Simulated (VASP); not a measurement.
Method: PBEsol GGA, VASP's PBE PAW potentials (set 64) (plane waves; VASP 6.6.1).

Input for VASP

POSCAR:
```
TiB2
1.0
  1.5103582640  -2.6160172772   0.0000000000
  1.5103582640   2.6160172772   0.0000000000
  0.0000000000   0.0000000000   3.1819276508
Ti B
1 2
Cartesian
  1.5103582640  -2.6160172772   3.1819276508
  1.5103582640   0.8720075031   1.5909638254
  1.5103582640  -0.8720075031   1.5909638254
```

File KPOINTS:
```
Automatic
0
gamma
11 11 9
```

**INCAR**
```
ALGO = Normal
EDIFF = 1E-6
EDIFFG = -0.02
ENCUT = 520
GGA = PS
IBRION = 2
ISIF = 3
ISMEAR = 1
LASPH = .TRUE.
LCHARG = .FALSE.
LMAXMIX = 4
LREAL = .FALSE.
LWAVE = .FALSE.
NELM = 100
NSW = 60
PREC = Accurate
SIGMA = 0.1
SYSTEM = TiB2
```

POTCAR, in this order: Ti_sv B (PBE.64 set). Program: vasp_std.

Output

### OUTCAR
```
 ion  position               nearest neighbor table
   1  0.000  0.000  0.000-   2 2.36   3 2.36   2 2.36   3 2.36   3 2.36   3 2.36   2 2.36   2 2.36
                             3 2.36   3 2.36   2 2.36   2 2.36
   2  0.333  0.667  0.500-   3 1.74   3 1.74   3 1.74   1 2.36   1 2.36   1 2.36   1 2.36   1 2.36
                             1 2.36
   3  0.667  0.333  0.500-   2 1.74   2 1.74   2 1.74   1 2.36   1 2.36   1 2.36   1 2.36   1 2.36
                             1 2.36
  LATTYP: Found a hexagonal cell.
 ALAT       =     3.0207165508
 C/A-ratio  =     1.0533684963
 Subroutine PRICEL returns:
 Original cell was already a primitive cell.
 Subroutine GETGRP returns: Found 24 space group operations
The static configuration has the point symmetry D_6h.
The dynamic configuration has the point symmetry D_6h.
 Subroutine INISYM returns: Found 24 space group operations
 Subroutine IBZKPT returns following result:
 Found     80 irreducible k-points:

 Following reciprocal coordinates:
            Coordinates               Weight
  0.000000  0.000000  0.000000      1.000000
  0.090909  0.000000  0.000000      6.000000
  0.181818  0.000000  0.000000      6.000000
  0.272727 -0.000000  0.000000      6.000000
  0.363636 -0.000000  0.000000      6.000000
  0.454545 -0.000000  0.000000      6.000000
  0.090909  0.090909  0.000000      6.000000
  0.181818  0.090909  0.000000     12.000000
  0.272727  0.090909  0.000000     12.000000
  0.363636  0.090909  0.000000     12.000000
  0.454545  0.090909  0.000000      6.000000
  0.181818  0.181818  0.000000      6.000000
  0.272727  0.181818  0.000000     12.000000
  0.363636  0.181818  0.000000     12.000000
  0.272727  0.272727  0.000000      6.000000
  0.363636  0.272727  0.000000      6.000000
  0.000000  0.000000  0.111111      2.000000
  0.090909  0.000000  0.111111     12.000000
  0.181818  0.000000  0.111111     12.000000
  0.272727 -0.000000  0.111111     12.000000
  0.363636 -0.000000  0.111111     12.000000
  0.454545 -0.000000  0.111111     12.000000
  0.090909  0.090909  0.111111     12.000000
  0.181818  0.090909  0.111111     24.000000
  0.272727  0.090909  0.111111     24.000000
  0.363636  0.090909  0.111111     24.000000
  0.454545  0.090909  0.111111     12.000000
  0.181818  0.181818  0.111111     12.000000
  0.272727  0.181818  0.111111     24.000000
  0.363636  0.181818  0.111111     24.000000
  0.272727  0.272727  0.111111     12.000000
  0.363636  0.272727  0.111111     12.000000
  0.000000  0.000000  0.222222      2.000000
  0.090909  0.000000  0.222222     12.000000
  0.181818  0.000000  0.222222     12.000000
  0.272727 -0.000000  0.222222     12.000000
  0.363636 -0.000000  0.222222     12.000000
  0.454545 -0.000000  0.222222     12.000000
  0.090909  0.090909  0.222222     12.000000
  0.181818  0.090909  0.222222     24.000000
   k-points           NKPTS =     80   k-points in BZ     NKDIM =     80   number of bands    NBANDS=     13
   number of dos      NEDOS =    301   number of ions     NIONS =      3
   total plane-waves  NPLWV =  13824
   dimension x,y,z NGX =    24 NGY =   24 NGZ =   24
   dimension x,y,z NGXF=    48 NGYF=   48 NGZF=   48
   ions per type =               1   2
   PREC   = accura    normal or accurate (medium, high low for compatibility)
   ISTART =      0    job   : 0-new  1-cont  2-samecut
   ICHARG =      2    charge: 1-file 2-atom 10-const
   ISPIN  =      1    spin polarized calculation?
   LNONCOLLINEAR =      F non collinear calculations
   LSORBIT =      F    spin-orbit coupling
   INIWAV =      1    electr: 0-lowe 1-rand  2-diag
   ENCUT  =  520.0 eV  38.22 Ry    6.18 a.u.   5.62  5.62  5.92*2*pi/ulx,y,z
...
```

File OSZICAR:
```
       N       E                     dE             d eps       ncg     rms          rms(c)
DAV:   1     0.125268062605E+03    0.12527E+03   -0.94163E+03  2080   0.158E+03
DAV:   2    -0.213693347961E+02   -0.14664E+03   -0.14299E+03  2130   0.391E+02
DAV:   3    -0.304957946502E+02   -0.91265E+01   -0.89488E+01  2992   0.931E+01
DAV:   4    -0.308158711945E+02   -0.32008E+00   -0.31931E+00  2672   0.160E+01
DAV:   5    -0.308288795872E+02   -0.13008E-01   -0.13008E-01  3020   0.268E+00    0.176E+01
DAV:   6    -0.257520006612E+02    0.50769E+01   -0.25101E+01  2744   0.603E+01    0.400E+00
DAV:   7    -0.257906652819E+02   -0.38665E-01   -0.14943E+00  2315   0.145E+01    0.349E+00
DAV:   8    -0.258009918482E+02   -0.10327E-01   -0.16292E-01  3144   0.365E+00    0.733E-01
DAV:   9    -0.257926544753E+02    0.83374E-02   -0.65738E-02  2787   0.335E+00    0.254E-01
DAV:  10    -0.257921004557E+02    0.55402E-03   -0.46242E-03  2580   0.965E-01    0.752E-02
DAV:  11    -0.257921021211E+02   -0.16654E-05   -0.23282E-04  2866   0.205E-01    0.541E-02
DAV:  12    -0.257920805404E+02    0.21581E-04   -0.13936E-04  2693   0.165E-01    0.951E-03
DAV:  13    -0.257920792585E+02    0.12818E-05   -0.98233E-06  2490   0.408E-02    0.208E-03
DAV:  14    -0.257920793927E+02   -0.13416E-06   -0.23980E-07  1165   0.625E-03
   1 F= -.25792079E+02 E0= -.25791876E+02  d E =-.257921E+02
       N       E                     dE             d eps       ncg     rms          rms(c)
DAV:   1    -0.257924721975E+02   -0.39294E-03   -0.14447E-02  2220   0.198E+00    0.129E-01
DAV:   2    -0.257922607189E+02    0.21148E-03   -0.10739E-03  2223   0.408E-01    0.697E-02
DAV:   3    -0.257921938616E+02    0.66857E-04   -0.89573E-05  2504   0.126E-01    0.311E-02
DAV:   4    -0.257921769188E+02    0.16943E-04   -0.35237E-05  2998   0.682E-02    0.490E-03
DAV:   5    -0.257921770448E+02   -0.12600E-06   -0.29175E-06  2083   0.197E-02
   2 F= -.25792177E+02 E0= -.25791976E+02  d E =-.976520E-04
```

File OUTCAR:
```
------------------------ aborting loop because EDIFF is reached ----------------------------------------
  FORCE on cell =-STRESS in cart. coord.  units (eV):
  Direction    XX          YY          ZZ          XY          YZ          ZX
  --------------------------------------------------------------------------------------
  Total        0.0236325      0.0236325      0.0114834      0.0000000      0.0000000     -0.0000000
  in kB        1.5063549      1.5063549      0.7319594      0.0000000      0.0000000     -0.0000000
  external PRESSURE =       1.2482231 kB  Pullay stress =       0.0000000 kB
  volume of cell :       25.14
      direct lattice vectors                 reciprocal lattice vectors
     1.509022305 -2.613703328 -0.000000000     0.331340364 -0.191299447  0.000000000
     1.509022305  2.613703328  0.000000000     0.331340364  0.191299447 -0.000000000
     0.000000000  0.000000000  3.186475980    -0.000000000 -0.000000000  0.313826310
 POSITION                                       TOTAL-FORCE (eV/Angst)
 -----------------------------------------------------------------------------------
      0.00000     -0.00000     -0.00000         0.000000     -0.000000     -0.000000
      1.50902      0.87124      1.59324        -0.000000     -0.000000      0.000000
      1.50902     -0.87124      1.59324         0.000000      0.000000     -0.000000
 -----------------------------------------------------------------------------------
    total drift:                                0.000000     -0.000000      0.000000
  FREE ENERGIE OF THE ION-ELECTRON SYSTEM (eV)
  ---------------------------------------------------
  free  energy   TOTEN  =       -25.7921770448 eV

  energy  without entropy=      -25.7915726633  energy(sigma->0) =      -25.79197558

 reached required accuracy - stopping structural energy minimisation
```
(Selected blocks of OUTCAR.)

### CONTCAR
```
TiB2
   1.00000000000000
     1.5090223047539104   -2.6137033278390880   -0.0000000000000000
     1.5090223047539104    2.6137033278390880    0.0000000000000000
     0.0000000000000000    0.0000000000000000    3.1864759797551994
  Ti              B
     1     2
Direct
     0.0000000000000000    0.0000000000000000    0.0000000000000000
     0.3333330000000032    0.6666669999999968    0.5000000000000000
     0.6666669999999968    0.3333330000000032    0.5000000000000000
```

The compound is TiB2 in the AlB2 type structure. This run relaxes it. Symmetry was kept, so distortions that lower it aren't found. The start is the result of an earlier pass.
